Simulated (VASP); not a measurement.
The input files of a VASP run:

File KPOINTS:
```
Automatic mesh
0
Gamma
9 9 3
0 0 0
```

**INCAR**
```
# general
SYSTEM = SiC
PREC   = Accurate
ENCUT  = 480
LREAL  = .FALSE.
LASPH  = .TRUE.

# electronic loop
EDIFF  = 1E-6
NELM   = 100
ALGO   = Normal

# smearing
ISMEAR = 0
SIGMA  = 0.05

# functional
GGA    = PE

# ions
IBRION = 2
NSW    = 60
ISIF   = 3
EDIFFG = -0.01

# output
LWAVE  = .FALSE.
LCHARG = .FALSE.
```

File POSCAR:
```
SiC
1.0
  1.5402550000  -2.6678000000   0.0000000000
  1.5402550000   2.6678000000   0.0000000000
  0.0000000000   0.0000000000  10.0848000000
Si C
4 4
Cart
  0.0000000000   0.0000000000   0.0000000000
  0.0000000000   0.0000000000   5.0424000000
  1.5402550000  -0.8892684452   7.5654152640
  1.5402550000   0.8892684452   2.5230152640
  0.0000000000   0.0000000000   8.1904711680
  0.0000000000   0.0000000000   3.1480711680
  1.5402550000  -0.8892684452   5.6806669920
  1.5402550000   0.8892684452   0.6382669920
```

POTCAR, in this order: Si C (PBE.64 set). Program: vasp_std.

Write an equivalent input for Ansatz.

One equivalent input (not run):
Ansatz 0.2 input:
```yaml
crystal:
  lattice:
    - [1.5402550, -2.6678000, 0.0000000]
    - [1.5402550, 2.6678000, 0.0000000]
    - [0.0000000, 0.0000000, 10.0848000]
  atoms:
    - { symbol: Si, position: [0.0000000, 0.0000000, 0.0000000] }
    - { symbol: Si, position: [0.0000000, 0.0000000, 0.5000000] }
    - { symbol: Si, position: [0.6666670, 0.3333330, 0.7501800] }
    - { symbol: Si, position: [0.3333330, 0.6666670, 0.2501800] }
    - { symbol: C, position: [0.0000000, 0.0000000, 0.8121600] }
    - { symbol: C, position: [0.0000000, 0.0000000, 0.3121600] }
    - { symbol: C, position: [0.6666670, 0.3333330, 0.5632900] }
    - { symbol: C, position: [0.3333330, 0.6666670, 0.0632900] }
kpoints:
  mp_grid: { grid: [9, 9, 3] }
hamiltonian:
  xc: pbe
  pseudopotentials: { kind: paw }
scf:
  occupations: { method: gaussian, width: 0.05 }
  max_iter: 100
relax:
  max_steps: 60
  f_tol: 0.01
  cell: {}
output: { forces: true, stress: true, eigenvalues: true }
```
The two are equivalent in intent, not identical: each code has its own PAW files, so the cut-off isn't converted (ENCUT is set for VASP's; basis.ecutwfc is left out, and Ansatz then takes the one that its files recommend); Ansatz stops its SCF on the density residual and VASP on the energy change (EDIFF).

The compound is SiC in the 4h structure. This run relaxes it. Symmetry was kept, so distortions that lower it aren't found.
